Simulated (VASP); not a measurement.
Energy against volume of Eu (bcc). These are PBE GGA, VASP's PBE PAW potentials (set 64) (plane waves; VASP 6.6.1) values and carry that method's errors. Numerical set-up: 520 eV cut-off, 12×12×12 Γ-centred mesh, first-order Methfessel-Paxton smearing of 0.10 eV, potentials Eu_2.

The 4f electrons are frozen in the core of the lanthanide potential, so 4f levels, which can set the real gap, and their magnetism are missing.

```csv
V (Å³/atom),E (eV/atom)
42.895,-1.86009
44.222,-1.86112
45.548,-1.85898
46.875,-1.85413
```

### Question
Fit these four points and predict the energy of the run at 41.568 Å³/atom.

### Answer
A cubic in V^(−2/3), the third-order Birch-Murnaghan form, passes through the four points with V0 = 43.96 Å³/atom and B0 = 13 GPa, and gives -1.8553 eV/atom there. The run gave -1.8554 eV/atom, -0.0 meV/atom from the fit; all five points give B0 = 13 GPa.

The compound is Eu in the bcc structure. It was relaxed first, which changed the volume by -8 %.
